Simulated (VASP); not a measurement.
Output of a VASP run:

File OSZICAR:
```
       N       E                     dE             d eps       ncg     rms          rms(c)
DAV:   1    -0.350016370207E+01   -0.35002E+01   -0.16992E+03  2670   0.513E+02
DAV:   2    -0.799469568363E+01   -0.44945E+01   -0.43045E+01  4170   0.603E+01
DAV:   3    -0.801913951775E+01   -0.24444E-01   -0.24442E-01  3534   0.411E+00
DAV:   4    -0.801916244029E+01   -0.22923E-04   -0.22923E-04  3930   0.114E-01
DAV:   5    -0.801916245690E+01   -0.16608E-07   -0.16054E-07  3420   0.140E-03    0.130E+00
DAV:   6    -0.799380002237E+01    0.25362E-01   -0.30966E-03  2898   0.838E-01    0.789E-01
DAV:   7    -0.798348115196E+01    0.10319E-01   -0.41522E-03  2994   0.852E-01    0.162E-02
DAV:   8    -0.798347809150E+01    0.30605E-05   -0.13522E-05  4086   0.368E-02    0.697E-03
DAV:   9    -0.798347880986E+01   -0.71837E-06   -0.51271E-07  3240   0.664E-03    0.490E-04
DAV:  10    -0.798347879697E+01    0.12888E-07   -0.72590E-10  2592   0.241E-04
   1 F= -.75118123E+01 E0= -.75117551E+01  d E =-.751181E+01
```

File OUTCAR:
```
------------------------ aborting loop because EDIFF is reached ----------------------------------------
  FORCE on cell =-STRESS in cart. coord.  units (eV):
  Direction    XX          YY          ZZ          XY          YZ          ZX
  --------------------------------------------------------------------------------------
  Total        0.4823534      0.4823533      0.4761899      0.0000000     -0.0000000      0.0000000
  in kB       51.1328895     51.1328806     50.4795158      0.0000000     -0.0000000      0.0000000
  external PRESSURE =       0.9150953 kB  Pullay stress =      50.0000000 kB
  volume of cell :       15.11
      direct lattice vectors                 reciprocal lattice vectors
     1.112382926 -1.926703577  0.000000000     0.449485504 -0.259510599  0.000000000
     1.112382926  1.926703577  0.000000000     0.449485504  0.259510599  0.000000000
     0.000000000  0.000000000  3.525951812     0.000000000  0.000000000  0.283611363
 POSITION                                       TOTAL-FORCE (eV/Angst)
 -----------------------------------------------------------------------------------
      1.11238      0.64224      0.88149        -0.000000     -0.000000      0.000000
      1.11238     -0.64224      2.64446         0.000000      0.000000      0.000000
 -----------------------------------------------------------------------------------
    total drift:                                0.000000     -0.000004      0.000005
  FREE ENERGIE OF THE ION-ELECTRON SYSTEM (eV)
  ---------------------------------------------------
  free  energy   TOTEN  =        -7.9834787970 eV

  energy  without entropy=       -7.9833070300  energy(sigma->0) =       -7.98342154
  enthalpy is  TOTEN    =        -7.5118123225 eV   P V=        0.4716664744

 reached required accuracy - stopping structural energy minimisation
```
(Selected blocks of OUTCAR.)

### POSCAR
```
Be
1
    1.1123829260    -1.9267035771    -0.0000000000
    1.1123829260     1.9267035771     0.0000000000
    0.0000000000    -0.0000000000     3.5259518116
Be
2
Direct
  0.3333330000   0.6666670000   0.2500000000
  0.6666670000   0.3333330000   0.7500000000
```

Task: Reconstruct the remaining input files.

Result: This is not unique; one that fits is the input of the run itself, PBEsol GGA, plane waves, VASP's PBE PAW potentials (set 64).

INCAR:
```
SYSTEM = Be
PREC = Accurate
ENCUT = 480
EDIFF = 1E-7
NELM = 100
ALGO = Normal
LREAL = .FALSE.
LASPH = .TRUE.
ISMEAR = 1
SIGMA = 0.1
GGA = PS
LWAVE = .FALSE.
LCHARG = .FALSE.
ISIF = 3
IBRION = 2
NSW = 40
EDIFFG = -0.01
PSTRESS = 50
```

**KPOINTS**
```
Automatic mesh
0
Gamma
18 18 10
0 0 0
```

POTCAR, in this order: Be (PBE.64 set). Program: vasp_std.

The compound is Be in the hcp structure. It was relaxed first under an external pressure of 5 GPa.
